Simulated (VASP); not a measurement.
All values below come from MS2 meta-GGA, VASP's PBE PAW potentials (set 64) (plane waves; VASP).

VASP ran on this input.

**POSCAR**
```
SiC
3.0144930
  0.0000000000   0.7071068756   0.7071068756
  0.7071068756   0.0000000000   0.7071068756
  0.7071068756   0.7071068756   0.0000000000
Si C
1 1
Cart
  0.0000000000   0.0000000000   0.0000000000
  0.3535534378   0.3535534378   0.3535534378
```

**INCAR**
```
SYSTEM = SiC
PREC = Accurate; ENCUT = 520; LREAL = F
LASPH = T
EDIFF = 1E-7; NELM = 100; ALGO = Normal
LMIXTAU = T
ISMEAR = 0; SIGMA = 0.05
METAGGA = MS2
ISIF = 2
LWAVE = F; LCHARG = F
```

**KPOINTS**
```
kpoints
0
gamma
10 10 10
```

POTCAR, in this order: Si C (PBE.64 set). Program: vasp_std.

The run wrote:

OUTCAR:
```
 ion  position               nearest neighbor table
   1  0.000  0.000  0.000-   2 1.85   2 1.85   2 1.85   2 1.85
   2  0.250  0.250  0.250-   1 1.85   1 1.85   1 1.85   1 1.85
  LATTYP: Found a face centered cubic cell.
 ALAT       =     4.2631374532
 Subroutine PRICEL returns:
 Original cell was already a primitive cell.
 Subroutine GETGRP returns: Found 24 space group operations
The static configuration has the point symmetry T_d .
The dynamic configuration has the point symmetry T_d .
 Subroutine INISYM returns: Found 24 space group operations
 Subroutine IBZKPT returns following result:
 Found     47 irreducible k-points:

 Following reciprocal coordinates:
            Coordinates               Weight
  0.000000  0.000000  0.000000      1.000000
  0.100000  0.000000  0.000000      8.000000
  0.200000  0.000000  0.000000      8.000000
  0.300000  0.000000  0.000000      8.000000
  0.400000  0.000000  0.000000      8.000000
  0.500000  0.000000  0.000000      4.000000
  0.100000  0.100000  0.000000      6.000000
  0.200000  0.100000  0.000000     24.000000
  0.300000  0.100000  0.000000     24.000000
...
```

### OSZICAR
```
       N       E                     dE             d eps       ncg     rms          rms(c)
DAV:   1    -0.938165656735E+01   -0.93817E+01   -0.42369E+03   760   0.825E+02
DAV:   2    -0.312222870541E+02   -0.21841E+02   -0.20475E+02  1144   0.108E+02
DAV:   3    -0.315117928170E+02   -0.28951E+00   -0.28951E+00   784   0.156E+01
DAV:   4    -0.315124889992E+02   -0.69618E-03   -0.69618E-03  1240   0.797E-01
DAV:   5    -0.315124890581E+02   -0.58839E-07   -0.58839E-07   776   0.717E-03    0.118E+01
DAV:   6    -0.202874150420E+02    0.11225E+02   -0.85482E+00   992   0.186E+01    0.501E+00
DAV:   7    -0.209139886754E+02   -0.62657E+00   -0.74863E-01   784   0.987E+00    0.270E+00
DAV:   8    -0.209865417048E+02   -0.72553E-01   -0.13084E+00   920   0.100E+01    0.104E+00
DAV:   9    -0.210452936109E+02   -0.58752E-01   -0.17692E-01   832   0.397E+00    0.515E-01
DAV:  10    -0.212061570312E+02   -0.16086E+00   -0.32573E-01   752   0.659E+00    0.267E-01
DAV:  11    -0.212150262113E+02   -0.88692E-02   -0.16376E-02   792   0.150E+00    0.216E-01
DAV:  12    -0.212203390067E+02   -0.53128E-02   -0.34174E-03   928   0.569E-01    0.117E-01
DAV:  13    -0.212206406089E+02   -0.30160E-03   -0.11754E-02   784   0.104E+00    0.105E-01
DAV:  14    -0.212217212841E+02   -0.10807E-02   -0.85654E-04   760   0.341E-01    0.808E-02
DAV:  15    -0.212218956826E+02   -0.17440E-03   -0.30016E-04   864   0.160E-01    0.453E-02
DAV:  16    -0.212219376276E+02   -0.41945E-04   -0.66218E-05   952   0.728E-02    0.104E-02
DAV:  17    -0.212219381527E+02   -0.52504E-06   -0.15326E-05   808   0.353E-02    0.144E-02
DAV:  18    -0.212219408325E+02   -0.26798E-05   -0.27501E-06   752   0.224E-02    0.598E-03
DAV:  19    -0.212219407708E+02    0.61639E-07   -0.14558E-06   768   0.158E-02    0.103E-03
DAV:  20    -0.212219425821E+02   -0.18113E-05   -0.49733E-08   480   0.343E-03    0.406E-04
DAV:  21    -0.212219420417E+02    0.54040E-06   -0.32570E-08   400   0.236E-03    0.306E-04
DAV:  22    -0.212219419704E+02    0.71389E-07   -0.10799E-08   400   0.136E-03
   1 F= -.21221942E+02 E0= -.21221942E+02  d E =-.543846E-17
```

File OUTCAR:
```
------------------------ aborting loop because EDIFF is reached ----------------------------------------
  FORCE on cell =-STRESS in cart. coord.  units (eV):
  Direction    XX          YY          ZZ          XY          YZ          ZX
  --------------------------------------------------------------------------------------
  Total        1.9327719      1.9327719      1.9327719      0.0000000      0.0000000      0.0000000
  in kB      159.8686023    159.8686023    159.8686023      0.0000000      0.0000000      0.0000000
  external PRESSURE =     159.8686023 kB  Pullay stress =       0.0000000 kB
  volume of cell :       19.37
      direct lattice vectors                 reciprocal lattice vectors
     0.000000000  2.131568727  2.131568727    -0.234569026  0.234569026  0.234569026
     2.131568727  0.000000000  2.131568727     0.234569026 -0.234569026  0.234569026
     2.131568727  2.131568727  0.000000000     0.234569026  0.234569026 -0.234569026
  FREE ENERGIE OF THE ION-ELECTRON SYSTEM (eV)
  ---------------------------------------------------
  free  energy   TOTEN  =       -21.2219419704 eV

  energy  without entropy=      -21.2219419704  energy(sigma->0) =      -21.22194197
```
(Selected blocks of OUTCAR.)

The compound is SiC in the zinc blende structure. This cell is one point of a volume scan, at 0.94 of the reference volume.
